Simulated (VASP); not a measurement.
Consider the following.

```
CELL_PARAMETERS angstrom
      0.00000     3.44868     3.44868
      3.44868     0.00000     3.44868
      3.44868     3.44868     0.00000
ATOMIC_POSITIONS crystal
  Pb 0.00000 0.00000 0.00000
  Se 0.25000 0.25000 0.25000
```

Computed with PBE GGA, VASP's PBE PAW potentials (set 64) (plane waves; VASP 6.6.1). Run with 400 eV cut-off, 8×8×8 Γ-centred mesh, tetrahedra with Blöchl corrections, potentials Pb_d Se.

Unless said otherwise, spin-orbit coupling is left out, though it shifts the bands of the heavy elements here.

Problem. Predict the energy per atom (σ→0), band gap (on the k-mesh) with the smallest direct gap where there is one.

Solution. 
| Property | Value |
|---|---|
| band gap (on the k-mesh) | 0.67 eV |
| smallest direct gap (on the k-mesh) | 1.17 eV |
| energy per atom (σ→0) | -3.920 eV/atom |

Only differences to runs with the same potentials and settings are physical.

The structure was generated: PbSe was put into the zinc blende type (F-43m), which need not be its known phase. It was relaxed first, which changed the volume by +42 %.
